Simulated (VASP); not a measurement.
Level of theory: r2SCAN+rVV10, VASP's PBE PAW potentials (set 64) (plane waves; VASP).

A VASP calculation is set up with these files.

INCAR:
```
SYSTEM = ZnO
PREC = Accurate
ENCUT = 520
EDIFF = 1E-7
NELM = 100
ALGO = Normal
LREAL = .FALSE.
LASPH = .TRUE.
ISMEAR = -5
METAGGA = R2SCAN
LUSE_VDW = .TRUE.
BPARAM = 11.95
CPARAM = 0.0093
LMIXTAU = .TRUE.
LMAXMIX = 4
LWAVE = .FALSE.
LCHARG = .FALSE.
LORBIT = 11
NEDOS = 601
ISIF = 2
LEFG = .TRUE.
```

File POSCAR:
```
ZnO
1.0
  1.6186280828  -2.8035465105   0.0000000000
  1.6186280828   2.8035465105   0.0000000000
  0.0000000000   0.0000000000   5.1932520246
Zn O
2 2
Direct
  0.6666670000   0.3333330000   0.5002562054
  0.3333330000   0.6666670000   0.0002562054
  0.6666670000   0.3333330000   0.8817437946
  0.3333330000   0.6666670000   0.3817437946
```

**KPOINTS**
```
K-points
0
Gamma
9 9 5
0 0 0
```

File KPOINTS_OPT:
```
k-points along high-symmetry lines
6
Line-mode
Reciprocal
  0.000000   0.000000   0.000000 ! GAMMA
 -0.000000   0.500000   0.000000 ! M

 -0.000000   0.500000   0.000000 ! M
 -0.333333   0.666667   0.000000 ! K

 -0.333333   0.666667   0.000000 ! K
  0.000000   0.000000   0.000000 ! GAMMA

  0.000000   0.000000   0.000000 ! GAMMA
  0.000000   0.000000   0.500000 ! A

  0.000000   0.000000   0.500000 ! A
 -0.000000   0.500000   0.500000 ! L

 -0.000000   0.500000   0.500000 ! L
 -0.333333   0.666667   0.500000 ! H

 -0.333333   0.666667   0.500000 ! H
  0.000000   0.000000   0.500000 ! A

 -0.000000   0.500000   0.500000 ! L
 -0.000000   0.500000   0.000000 ! M

 -0.333333   0.666667   0.500000 ! H
 -0.333333   0.666667   0.000000 ! K
```

POTCAR, in this order: Zn O (PBE.64 set). Program: vasp_std.

**Question.** What will the output report for the number of irreducible k-points (NKPTS), largest plane-wave count, number of space-group operations, FFT grid (NGX, NGY, NGZ)?

**Answer.** 
number of irreducible k-points (NKPTS): 36
largest plane-wave count: 1299
number of space-group operations: 12
FFT grid (NGX, NGY, NGZ): 24 × 24 × 40

The compound is ZnO in the wurtzite structure. It was relaxed first.
